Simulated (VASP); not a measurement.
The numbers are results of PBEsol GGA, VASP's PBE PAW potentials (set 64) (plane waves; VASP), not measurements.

VASP input:

File POSCAR:
```
BiTe
6.470
  0.0000000000   0.5000000000   0.5000000000
  0.5000000000   0.0000000000   0.5000000000
  0.5000000000   0.5000000000   0.0000000000
Bi Te
1 1
direct
  0.0000000000   0.0000000000   0.0000000000
  0.5000000000   0.5000000000   0.5000000000
```

KPOINTS:
```
Automatic mesh
0
Gamma
5 5 5
0 0 0
```

INCAR:
```
SYSTEM = BiTe
PREC = Accurate; ENCUT = 300; LREAL = F
LASPH = T
EDIFF = 1E-6; NELM = 100; ALGO = Normal
LMAXMIX = 4
ISMEAR = -1; SIGMA = 0.1
GGA = PS
ISIF = 2
LWAVE = F; LCHARG = F
```

POTCAR, in this order: Bi_d Te (PBE.64 set). Program: vasp_std.

The run wrote:

File OSZICAR:
```
       N       E                     dE             d eps       ncg     rms          rms(c)
DAV:   1     0.126057026200E+03    0.12606E+03   -0.75988E+03   280   0.976E+02
DAV:   2    -0.401220384614E+00   -0.12646E+03   -0.12510E+03   310   0.296E+02
DAV:   3    -0.787375987323E+01   -0.74725E+01   -0.73018E+01   346   0.820E+01
DAV:   4    -0.802336036704E+01   -0.14960E+00   -0.14953E+00   354   0.140E+01
DAV:   5    -0.802651704757E+01   -0.31567E-02   -0.31567E-02   378   0.154E+00    0.619E+00
DAV:   6    -0.800126227882E+01    0.25255E-01   -0.80407E-02   392   0.211E+00    0.389E+00
DAV:   7    -0.800155374589E+01   -0.29147E-03   -0.24393E-02   328   0.103E+00    0.412E-01
DAV:   8    -0.800099541395E+01    0.55833E-03   -0.43471E-03   336   0.567E-01    0.905E-02
DAV:   9    -0.800105335420E+01   -0.57940E-04   -0.38902E-04   310   0.151E-01    0.403E-02
DAV:  10    -0.800105374118E+01   -0.38698E-06   -0.96955E-06   358   0.230E-02
   1 F= -.80010537E+01 E0= -.79788053E+01  d E =-.444969E-01
```

### OUTCAR
```
------------------------ aborting loop because EDIFF is reached ----------------------------------------
  FORCE on cell =-STRESS in cart. coord.  units (eV):
  Direction    XX          YY          ZZ          XY          YZ          ZX
  --------------------------------------------------------------------------------------
  Total       -0.8640977     -0.8640977     -0.8640977      0.0000000      0.0000000     -0.0000000
  in kB      -20.4465749    -20.4465749    -20.4465749      0.0000000      0.0000000     -0.0000000
  external PRESSURE =     -20.4465749 kB  Pullay stress =       0.0000000 kB
  volume of cell :       67.71
      direct lattice vectors                 reciprocal lattice vectors
     0.000000000  3.235000000  3.235000000    -0.154559505  0.154559505  0.154559505
     3.235000000  0.000000000  3.235000000     0.154559505 -0.154559505  0.154559505
     3.235000000  3.235000000  0.000000000     0.154559505  0.154559505 -0.154559505
 POSITION                                       TOTAL-FORCE (eV/Angst)
 -----------------------------------------------------------------------------------
      0.00000      0.00000      0.00000         0.000000     -0.000000      0.000000
      3.23500      3.23500      3.23500         0.000000      0.000000     -0.000000
 -----------------------------------------------------------------------------------
    total drift:                               -0.000000      0.000000      0.000000
  FREE ENERGIE OF THE ION-ELECTRON SYSTEM (eV)
  ---------------------------------------------------
  free  energy   TOTEN  =        -8.0010537412 eV

  energy  without entropy=       -7.9565568226  energy(sigma->0) =       -7.97880528
```
(Selected blocks of OUTCAR.)

### OUTCAR
```
 val. band max:        6.4874358899   @ k =   0.2000   0.2000   0.0000

 cond. band min:       6.5952011170   @ k =  -0.4000   0.4000   0.2000


 Fermi energy:         6.5576864704

 k-point     1 :       0.0000    0.0000    0.0000
  band No.  band energies     occupation
      1     -16.5324      2.00000
      2     -16.5324      2.00000
      3     -16.5281      2.00000
      4     -16.5281      2.00000
      5     -16.5281      2.00000
      6      -7.0464      2.00000
      7      -1.6549      2.00000
      8       3.9550      2.00000
      9       3.9550      2.00000
     10       3.9550      2.00000
     11       8.6396      0.00000
     12       8.6396      0.00000
     13       8.6396      0.00000
     14      11.1271      0.00000

 k-point     2 :       0.2000    0.0000    0.0000
  band No.  band energies     occupation
      1     -16.5335      2.00000
      2     -16.5335      2.00000
      3     -16.5273      2.00000
      4     -16.5255      2.00000
      5     -16.5255      2.00000
      6      -6.6910      2.00000
      7      -2.4653      2.00000
      8       4.0757      2.00000
      9       4.0757      2.00000
     10       4.2516      2.00000
     11       7.3555      0.00069
     12       7.5362      0.00011
     13       7.5362      0.00011
     14      11.0437      0.00000

 k-point     3 :       0.4000    0.0000    0.0000
  band No.  band energies     occupation
      1     -16.5363      2.00000
      2     -16.5363      2.00000
      3     -16.5258      2.00000
      4     -16.5211      2.00000
      5     -16.5211      2.00000
      6      -5.6723      2.00000
      7      -4.0951      2.00000
      8       4.4534      2.00000
      9       4.4534      2.00000
     10       4.7279      2.00000
     11       5.9196      1.99662
     12       6.1323      1.97199
     13       6.1323      1.97199
     14      12.5986      0.00000

 k-point     4 :       0.2000    0.2000    0.0000
  band No.  band energies     occupation
...
```

At this cut-off the stress carries a Pulay error, which pulls relaxed volumes low. Unless said otherwise, spin-orbit coupling is left out, though it shifts the bands of the heavy elements here.

The structure comes from a measured BiTe entry (Fm-3m) of the Crystallography Open Database, whose conditions weren't checked. The cell was not relaxed at this level. The k-mesh is coarse (spacing up to 0.34 per Å, 2π included), so the numbers may not be converged in it. The electron count is odd and the run is not spin-polarised, which forces a metal.
